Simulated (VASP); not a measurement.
Calculation: optB88-vdW, VASP's PBE PAW potentials (set 64) (plane waves; VASP 6.6.1).

VASP ran on this input.

**POSCAR**
```
LiH
1
    0.0000000000     2.0003706061     2.0003706061
    2.0003706061     0.0000000000     2.0003706061
    2.0003706061     2.0003706061     0.0000000000
Li H
1 1
Direct
  0.0000000000   0.0000000000   0.0000000000
  0.5000000000   0.5000000000   0.5000000000
```

### INCAR
```
! general
SYSTEM  =LiH
PREC    =Accurate
ENCUT   =520
LREAL   =.FALSE.
LASPH   =.TRUE.
ICHARG  =11   ! fixed density

! electronic loop
EDIFF   =1E-7   ! SCF stop (eV)
NELM    =100   ! most electronic steps
ALGO    =Normal   ! blocked Davidson

! smearing
ISMEAR  =0   ! Gaussian
SIGMA   =0.05

! functional
GGA     =BO
LUSE_VDW=.TRUE.
AGGAC   =0.0
PARAM1  =0.1833333333
PARAM2  =0.22

! output
LWAVE   =.FALSE.
LCHARG  =.FALSE.
LORBIT  =11
```

### KPOINTS
```
k-points along high-symmetry lines
15
Line-mode
Reciprocal
  0.000000   0.000000   0.000000 ! GAMMA
  0.500000   0.000000   0.500000 ! X

  0.500000   0.000000   0.500000 ! X
  0.625000   0.250000   0.625000 ! U

  0.375000   0.375000   0.750000 ! K
  0.000000   0.000000   0.000000 ! GAMMA

  0.000000   0.000000   0.000000 ! GAMMA
  0.500000   0.500000   0.500000 ! L

  0.500000   0.500000   0.500000 ! L
  0.500000   0.250000   0.750000 ! W

  0.500000   0.250000   0.750000 ! W
  0.500000   0.000000   0.500000 ! X
```

POTCAR, in this order: Li_sv H (PBE.64 set). Program: vasp_std. Read from the step before: CHGCAR.

The run wrote:

**OUTCAR**
```
 ion  position               nearest neighbor table
   1  0.000  0.000  0.000-
   2  0.500  0.500  0.500-
  LATTYP: Found a face centered cubic cell.
 ALAT       =     4.0007412122
 Subroutine PRICEL returns:
 Original cell was already a primitive cell.
 Subroutine GETGRP returns: Found 48 space group operations
The static configuration has the point symmetry O_h .
The dynamic configuration has the point symmetry O_h .
 Subroutine INISYM returns: Found 48 space group operations
   k-points           NKPTS =     90   k-points in BZ     NKDIM =     90   number of bands    NBANDS=      6
   number of dos      NEDOS =    301   number of ions     NIONS =      2
   total plane-waves  NPLWV =  13824
   dimension x,y,z NGX =    24 NGY =   24 NGZ =   24
   dimension x,y,z NGXF=    48 NGYF=   48 NGZF=   48
   ions per type =               1   1
   PREC   = accura    normal or accurate (medium, high low for compatibility)
   ISTART =      0    job   : 0-new  1-cont  2-samecut
   ICHARG =     11    charge: 1-file 2-atom 10-const
   ISPIN  =      1    spin polarized calculation?
   LNONCOLLINEAR =      F non collinear calculations
   LSORBIT =      F    spin-orbit coupling
   INIWAV =      1    electr: 0-lowe 1-rand  2-diag
   ENCUT  =  520.0 eV  38.22 Ry    6.18 a.u.   5.26  5.26  5.26*2*pi/ulx,y,z
   NELM   =    100;   NELMIN=  2; NELMDL= -5     # of ELM steps
   EDIFF  = 0.1E-06   stopping-criterion for ELM
   LREAL  =      F    real-space projection
   NLSPLINE    = F    spline interpolate recip. space projectors
   LMAXMIX     =    2 max onsite mixed and CHGCAR
   VOSKOWN=      0    Vosko Wilk Nusair interpolation
   EDIFFG = 0.1E-05   stopping-criterion for IOM
   NSW    =      0    number of steps for IOM
   NBLOCK =      1;   KBLOCK =      1    inner block; outer block
   IBRION =     -1    ionic relax: 0-MD 1-quasi-New 2-CG
   NFREE  =      0    steps in history (QN), initial steepest desc. (CG)
   ISIF   =      2    stress and relaxation
   ISYM   =      2    0-nonsym 1-usesym 2-fastsym
   TEIN   =    0.0    initial temperature
   TEBEG  =    0.0;   TEEND  =   0.0 temperature during run
...
```

File OSZICAR:
```
       N       E                     dE             d eps       ncg     rms          rms(c)
DAV:   1    -0.355953597716E+00   -0.35595E+00   -0.15042E+03  1104   0.612E+02
DAV:   2    -0.495768387778E+01   -0.46017E+01   -0.44395E+01  1626   0.646E+01
DAV:   3    -0.505322556525E+01   -0.95542E-01   -0.95542E-01  1218   0.843E+00
DAV:   4    -0.505524421475E+01   -0.20186E-02   -0.20186E-02  1530   0.997E-01
DAV:   5    -0.505526904765E+01   -0.24833E-04   -0.24833E-04  1308   0.696E-02
DAV:   6    -0.505526908890E+01   -0.41254E-07   -0.41254E-07  1434   0.370E-03
   1 F= -.50552691E+01 E0= -.50552691E+01  d E =-.337110E-28
```

### OUTCAR
```
 val. band max:       -0.0755930210   @ k =   0.5000   0.0000   0.5000

 cond. band min:       3.2393470089   @ k =   0.5000   0.0000   0.5000



 k-point     1 :       0.0000    0.0000    0.0000
  band No.  band energies     occupation
      1     -44.6906      2.00000
      2      -5.3682      2.00000
      3      16.2918      0.00000
      4      17.8818      0.00000
      5      17.8818      0.00000
      6      17.8819      0.00000

 k-point     2 :       0.0357    0.0000    0.0357
  band No.  band energies     occupation
      1     -44.6899      2.00000
      2      -5.3382      2.00000
      3      16.0548      0.00000
      4      17.6119      0.00000
      5      17.6119      0.00000
      6      18.0781      0.00000

 k-point     3 :       0.0714    0.0000    0.0714
  band No.  band energies     occupation
      1     -44.6878      2.00000
      2      -5.2478      2.00000
      3      15.5229      0.00000
      4      16.9610      0.00000
      5      16.9610      0.00000
      6      18.4497      0.00000

 k-point     4 :       0.1071    0.0000    0.1071
  band No.  band energies     occupation
      1     -44.6842      2.00000
      2      -5.0961      2.00000
      3      14.8368      0.00000
      4      16.1603      0.00000
      5      16.1603      0.00000
      6      18.7254      0.00000

 k-point     5 :       0.1429    0.0000    0.1429
  band No.  band energies     occupation
      1     -44.6796      2.00000
      2      -4.8825      2.00000
      3      14.0058      0.00000
      4      15.3364      0.00000
      5      15.3364      0.00000
      6      18.7364      0.00000

 k-point     6 :       0.1786    0.0000    0.1786
  band No.  band energies     occupation
      1     -44.6739      2.00000
      2      -4.6044      2.00000
      3      13.0064      0.00000
      4      14.5455      0.00000
      5      14.5455      0.00000
      6      18.3149      0.00000

...
```

The density is held fixed in this step, so its total energy and stress have no physical meaning.

The compound is LiH in the rock salt structure. It was relaxed first, which changed the volume by -6 %.
